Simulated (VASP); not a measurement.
Here is the system:

```
CELL_PARAMETERS angstrom
      0.00000     3.23316     3.23316
      3.23316     0.00000     3.23316
      3.23316     3.23316     0.00000
ATOMIC_POSITIONS crystal
  Rh 0.00000 0.00000 0.00000
  Te 0.25000 0.25000 0.25000
```

The numbers are results of PBE GGA, VASP's PBE PAW potentials (set 64) (plane waves; VASP), not measurements. Run with 400 eV cut-off, 9×9×9 Γ-centred mesh, first-order Methfessel-Paxton smearing of 0.10 eV, potentials Rh_pv Te.

Energy and stress use the plane-wave basis of the starting cell.

**Question.** The ions, cell shape and volume are relaxed. Which structure does the run end with?

**Answer.** 
```
CELL_PARAMETERS angstrom
      0.00000     2.95678     2.95678
      2.95678     0.00000     2.95678
      2.95678     2.95678     0.00000
ATOMIC_POSITIONS crystal
  Rh 0.00000 0.00000 0.00000
  Te 0.25000 0.25000 0.25000
```
Space group F-43m (216), at a tolerance of 0.03 Å.

**Question.** How do energy and volume change from the first to the last step?

**Answer.** The energy (σ→0) changes by -388.9 meV/atom and the volume by -23.5 %, in 6 ionic steps.

The structure was generated: RhTe was put into the zinc blende type (F-43m), which need not be its known phase. This run relaxes it. Symmetry was kept, so distortions that lower it aren't found. The electron count is odd and the run is not spin-polarised, which forces a metal.
